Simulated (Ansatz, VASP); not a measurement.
**Sc3SnB in two plane-wave programs**

Aim: how closely do two programs agree when they are given the same cell, functional and k mesh? The cell is taken from a series of runs on this material, whose earlier steps may have relaxed, scaled, displaced or heated it; both programs get it as it stands.

Main program and level: Ansatz 0.2.0; plane waves, with VASP 6.6.1 beside it; relaxation of cell and atoms at PBEsol and zone-centre phonons at PBEsol.

**1. Set-up**

Symmetry: Pm-3m, No. 221, cubic system. Conventional cell: a = 4.603 Å, b = 4.603 Å, c = 4.603 Å, α = 90.00°, β = 90.00°, γ = 90.00°. Sc has 2 B at 2.30 Å and 8 Sc at 3.25 Å and 4 Sn at 3.25 Å nearest. Nearest to Sn lie 12 Sc at 3.25 Å. Nearest to B lie 6 Sc at 2.30 Å. Farther neighbours are not listed.

**2. Ansatz: relaxation of cell and atoms, PBEsol**

Ansatz runs on its PAW soft_1 files.

The relaxed volume is the usual yardstick between codes: in a stiff, nearly cubic crystal its relative difference is about their pressure difference at one cell divided by the bulk modulus.

input.yaml

```yaml
crystal:
  lattice:
    - [4.6029163534, 0.0, 0.0]
    - [0.0, 4.6029163534, 0.0]
    - [0.0, 0.0, 4.6029163534]
  atoms:
    - { symbol: Sc, position: [0.0, 0.5, 0.5] }
    - { symbol: Sc, position: [0.5, 0.0, 0.5] }
    - { symbol: Sc, position: [0.5, 0.5, 0.0] }
    - { symbol: Sn, position: [0.0, 0.0, 0.0] }
    - { symbol: B, position: [0.5, 0.5, 0.5] }
kpoints:
  mp_grid: { grid: [8, 8, 8] }
hamiltonian:
  xc: pbesol
  pseudopotentials: { kind: paw, azcp: { folder: soft_1 }, xc_functional: pbe }
scf:
  occupations: { method: methfessel_paxton, width: 0.2 }
output:
  forces: true
  stress: true
  eigenvalues: true
relax:
  adjacent_minimum: "off"
  f_tol: 0.001
  max_steps: 60
  cell: { stress_tol: 0.01 }
```

Command:

```sh
> ansatz run input.yaml --threads 4 --pin off --max-ram 10240MiB --backend cpu --events-out ev --progress --plain --runs-dir out
```

Numbers of over 12 decimals in the logs are rounded to 6 here.

Output:

```text
Engine: ansatz 0.2.0, aarch64-unknown-linux-gnu
Pseudopotentials: kind: paw
Pseudopotential: Sc, paw, valence charge 11, recommended cutoff 420 eV (normal), soft_1/Sc.paw.azcp
Pseudopotential: Sn, paw, valence charge 14, recommended cutoff 420 eV (normal), soft_1/Sn.paw.azcp
Pseudopotential: B, paw, valence charge 3, recommended cutoff 420 eV (normal), soft_1/B.paw.azcp
Functional definition: PBEsol
  exchange = pbesol_x
  correlation = pbesol_c
Crystal: 5 atoms, lattice volume = 97.521 Å³
Basis set: ecut = 420 eV, 1935 PW (Γ), exchange–correlation on 64×64×64 points (8 copies of the dense FFT grid, shifted against one another)
Bands: 30, of which v1, the nominal top of the filled ones, is band 25 counted from 1 (24 counted from 0)
Symmetry: 48 space group operations
Space group: Pm-3m (ITA 221), of the structure as read, at distance tolerance 4.6e-5 Å
k-points: 35 of 512
Non-local potential: Sc, projectors of the file, l = 0: 3, l = 1: 2, l = 2: 3, l = 3: 1
Non-local potential: Sn, projectors of the file, l = 0: 2, l = 1: 2, l = 2: 2, l = 3: 1
Non-local potential: B, projectors of the file, l = 0: 2, l = 1: 2, l = 2: 1
PAW form: soft (Blöchl's): semilocal exchange-correlation on the pseudo side does not see the compensation charge
PAW frozen core: Sc, regenerated for the run's functional, and the local potential with it (the file was generated under x = pbe(κ = 0.804, μ = 0.219515), c = pbe(β = 0.066725))
PAW frozen core: Sn, regenerated for the run's functional, and the local potential with it (the file was generated under x = pbe(κ = 0.804, μ = 0.219515), c = pbe(β = 0.066725))
PAW frozen core: B, regenerated for the run's functional, and the local potential with it (the file was generated under x = pbe(κ = 0.804, μ = 0.219515), c = pbe(β = 0.066725))
PAW one-centre angular grid: Sc, 590 points (default); XC on 64 Gauss nodes
PAW one-centre angular grid: Sn, 590 points (default); XC on 64 Gauss nodes
PAW one-centre angular grid: B, 110 points (default); XC on 64 Gauss nodes
Initial density: superposition of atomic densities (chi_scale 0.1, normalization cell, long waves kept (reshape's long-wave potential 0.00 eV rms))
Initial wavefunctions: pseudopotential atomic-orbital guess
Functional: x = pbesol(κ = 0.804, μ = 0.123457), c = pbesol(β = 0.046)
SCF iter   1: F=—  HF=-12444.780672 eV  |F-HF|=—  |Δ(HF+E_count)|=         —  Δρ=7.99e-2  dr2=1.86e1  ethr=3.10e-3  ⟨swp⟩=4.9  Hψ=4233  notcnv=0
preconditioner: auto → Kerker (q_TF=auto, 2.441 Å⁻¹)  [metal: Δε(μ)=0.056 eV  Ē_g=9.934 eV  σ=0.200 eV  W_gap=0.23  n_scr=26 (ndim 8)  ℏωp=19.2 eV  f_vac=0.000  D(μ)=1.35/eV (n_scr^D=6)]
SCF iter   2: F=—  HF=-12441.126366 eV  |F-HF|=—  |Δ(HF+E_count)|=    3.65e0  S|Δr|=    0.00e0  Δρ=3.61e-2  dr2=4.74e0  ethr=3.10e-3  ⟨swp⟩=2.5  Hψ=1981  notcnv=0  defer=10
SCF iter   3: F=—  HF=-12439.927226 eV  |F-HF|=—  |Δ(HF+E_count)|=    1.20e0  S|Δr|=    0.00e0  Δρ=1.18e-2  dr2=3.51e-1  ethr=3.10e-3  ⟨swp⟩=2.5  Hψ=1799  notcnv=0  defer=9
SCF iter   4: F=—  HF=-12439.831210 eV  |F-HF|=—  |Δ(HF+E_count)|=   9.60e-2  S|Δr|=    0.00e0  Δρ=2.81e-3  dr2=1.08e-2  ethr=7.02e-4  ⟨swp⟩=2.0  Hψ=1485  notcnv=0  defer=9
SCF iter   5: F=—  HF=-12439.829234 eV  |F-HF|=—  |Δ(HF+E_count)|=   1.98e-3  S|Δr|=    0.00e0  Δρ=8.75e-4  dr2=9.47e-4  ethr=2.17e-5  ⟨swp⟩=2.9  Hψ=1946  notcnv=0  defer=9
SCF iter   6: F=—  HF=-12439.829017 eV  |F-HF|=—  |Δ(HF+E_count)|=   2.17e-4  S|Δr|=    0.00e0  Δρ=2.96e-4  dr2=1.17e-4  ethr=1.89e-6  ⟨swp⟩=2.0  Hψ=1497  notcnv=0  defer=9
SCF iter   7: F=—  HF=-12439.828972 eV  |F-HF|=—  |Δ(HF+E_count)|=   4.51e-5  S|Δr|=    0.00e0  Δρ=6.04e-5  dr2=3.35e-6  ethr=2.33e-7  ⟨swp⟩=2.0  Hψ=1493  notcnv=0  defer=9
SCF iter   8: F=—  HF=-12439.828868 eV  |F-HF|=—  |Δ(HF+E_count)|=   1.04e-4  S|Δr|=    0.00e0  Δρ=1.60e-5  dr2=2.33e-7  ethr=6.69e-9  ⟨swp⟩=2.0  Hψ=1532  notcnv=0  defer=9
SCF iter   9: F=-12439.828868 eV  HF=-12439.828868 eV  |F-HF|=2.64e-9  |Δ(HF+E_count)|=   1.16e-8  S|Δr|=    0.00e0  Δρ=3.14e-6  dr2=1.05e-8  ethr=2.00e-10  ⟨swp⟩=8.9  Hψ=4641  notcnv=0
SCF 1 converged in 9 iterations: F = -12439.828868 eV  dr2 = 1.05e-8
  greatest PAW one-centre occupation: 0.998 electrons in one spin orbital (limit 2), on the Sc atom at site 1 (counted from 0), in its partial waves of l = 0
relax step   1: F+E_penalty+E_count = -12439.82886816 eV  Δ(F+E_penalty+E_count) = +0.000e0 eV  max|allowed force component| = 3.487e-29 eV/Å  Δτ_max = 0.0000 Å  P = -0.026 GPa  Ω = 97.521 Å³  (9 SCF iters, dr2 threshold 1.00e-7 eV, accepted)
[...]
relax step   2: F+E_penalty+E_count = -12439.82887404 eV  Δ(F+E_penalty+E_count) = -5.883e-6 eV  max|allowed force component| = 3.074e-29 eV/Å  Δτ_max = 0.0000 Å  P = +0.013 GPa  Ω = 97.478 Å³  energy of the carried Pulay correction = +4.169e-6 eV  (5 SCF iters, dr2 threshold 1.69e-9 eV, accepted)
[...]
relax step   3: F+E_penalty+E_count = -12439.82887324 eV  Δ(F+E_penalty+E_count) = +8.031e-7 eV  max|allowed force component| = 5.732e-30 eV/Å  Δτ_max = 0.0000 Å  P = -0.000 GPa  Ω = 97.493 Å³  energy of the carried Pulay correction = +2.756e-6 eV  (5 SCF iters, dr2 threshold 4.45e-10 eV, accepted)
[...]
relax step   4: F+E_penalty+E_count = -12439.82886578 eV  Δ(F+E_penalty+E_count) = +7.460e-6 eV  max|allowed force component| = 7.902e-30 eV/Å  Δτ_max = 0.0000 Å  P = -0.000 GPa  Ω = 97.493 Å³  stress off target by 2.04e-5 GPa  SCF on the basis re-selected at this cell (its energy is not comparable with the rows above)  (5 SCF iters)
basis re-selected at this cell: Δ(F+E_penalty+E_count) = +7.460e-6 eV, ΔP = -0.000 GPa vs the last step (what re-selecting the basis moved, of the pressure what is left beyond the Pulay correction that the steps carried, after the strain that the cell walked since its last selection, with what the two solves' SCF thresholds leave and, on support functions, any second-order correction that the steps lacked; it is no m [...]
SCF converged after 5 iterations
Stability not checked: this state was not tested for a lower state beside it, because cold or Methfessel-Paxton smearing, or corrected tetrahedra, fill the levels in a way that the test cannot read (fill_not_monotonic; see scf.lower_state_search)
Free energy (F): -12439.828866 eV
Harris-Foulkes:  -12439.828866 eV  (|F-HF|=0.00e0)
Internal energy: -12439.830233 eV  (E = F + TS)
E sigma→0 (E₀):  -12439.829208 eV
Entropy (-TS):   0.001368 eV (0.274 meV/atom)
Fermi energy:    10.430719 eV
--- Per-component energies (eV) ---
  E_band       = -517.025263
  E_kinetic    = 840.660009
  E_local      = -3378.877077  (includes V_loc(G=0)·N_el)
  E_nonlocal   = 585.652902
  E_hartree    = 1358.070998
  E_xc         = -413.835461
  E_vxc        = -435.942137  (∫ρ·V_xc dr)
  E_paw        = -7272.447971  (= ΣΔE_a)
  E_vpaw       = -844.661353  (= ΣTr[D̂ρ^β])
  E_aug_tail   = 0.000418  (compensation charges beyond the density's cutoff)
  E_ewald      = -4159.740677
  E_core_change = 0.686626  (= ΣΔE_core)
  E_smearing   = 0.001368  (= −TS)
  E_closure    = 0.000000  (closes the sum)
  Σ components = -12439.828866   (vs F -12439.828866, Δ=0.00e0)
--- Forces (eV/Å), atoms counted from 1 ---
  atom   1  Sc     0.00000000     0.00000000    -0.00000000
  atom   2  Sc    -0.00000000    -0.00000000    -0.00000000
  atom   3  Sc    -0.00000000    -0.00000000     0.00000000
  atom   4  Sn    -0.00000000     0.00000000    -0.00000000
  atom   5  B      0.00000000    -0.00000000     0.00000000
  max |Σ_I F_I| component: 1.32e-29 eV/Å
--- Stress (GPa, compression-positive) ---
       -0.000020       0.000000      -0.000000
        0.000000      -0.000020       0.000000
       -0.000000       0.000000      -0.000020
  P = ⅓ Tr σ = -0.0000 GPa (-0.000 kbar)
--- Band table (eV; the first three rows and the last of 35) ---
  k-point 0: bands = [... 21 lower, 9.6010, 9.8933, 9.8933, 10.4499, 10.4499, 10.4499, 12.9110, 12.9110, ... 1 higher]
  k-point 1: bands = [... 21 lower, 9.5596, 10.0061, 10.3462, 10.3462, 10.4241, 10.4949, 12.0171, 12.8019, ... 1 higher]
  k-point 2: bands = [... 21 lower, 9.4633, 10.1376, 10.1376, 10.3202, 10.3256, 10.6164, 11.4905, 12.6962, ... 1 higher]
  k-point 34: bands = [... 21 lower, 7.6009, 8.6137, 8.6137, 8.6137, 11.9561, 11.9561, 11.9561, 12.1309, ... 1 higher]
--- Relaxed structure (3 steps of the walk, 3 accepted, 1 SCFs on fresh bases) ---
  F+E_penalty+E_count = -12439.82886578 eV   max|allowed force component| = 7.902e-30 eV/Å   (the final SCF, on the basis selected at the relaxed cell)
  cell:  # Å, volume = 97.4927 Å³
    - [4.602467, 0, 0.0]
    - [0, 4.602467, 0]
    - [0.0, 0, 4.602467]
  atoms:
    - { symbol: Sc, position: [0, 0.5, 0.5] }
    - { symbol: Sc, position: [0.5, 0, 0.5] }
    - { symbol: Sc, position: [0.5, 0.5, 0] }
    - { symbol: Sn, position: [0, 0, 0] }
    - { symbol: B, position: [0.5, 0.5, 0.5] }
```

(Part 1 of 2 ends here.)

[Lines on the potential files, build, host, timing and source positions are cut from VASP's logs without a mark.]

[Logs are printed without paths, hosts, clocks, repeated set-up lines and the standing remarks that a program may print on its own settings, such as how far it seeks lower states.]

[Hosts, paths, dates, database ids (printed as entryN), source tags and the programs' standing remarks are cut or masked in the printed files.]
